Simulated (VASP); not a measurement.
Consider the following.

```
Au
1.0
    0.00000     2.09870     2.09870
    2.09870     0.00000     2.09870
    2.09870     2.09870     0.00000
Au
1
Direct
  0.00000   0.00000   0.00000
```

The numbers are results of TPSS meta-GGA, VASP's PBE PAW potentials (set 64) (plane waves; VASP), not measurements. Settings: 520 eV cut-off, 15×15×15 Γ-centred mesh, first-order Methfessel-Paxton smearing of 0.10 eV, potentials Au.

Unless said otherwise, spin-orbit coupling is left out, though it shifts the bands of the heavy elements here.

Q: Estimate the energy per atom (σ→0), pressure, band gap (on the k-mesh) with the smallest direct gap where there is one.

A: 
```json
{
 "band gap (on the k-mesh)": "none (metal, semimetal or under 0.01 eV)",
 "energy per atom (σ→0)": "-338.5 kJ/mol-atom",
 "pressure": "-79.7 kbar"
}
```

Only differences to runs with the same potentials and settings are physical.

The compound is Au in the fcc structure. This cell is one point of a volume scan, at 1.06 of the reference volume.
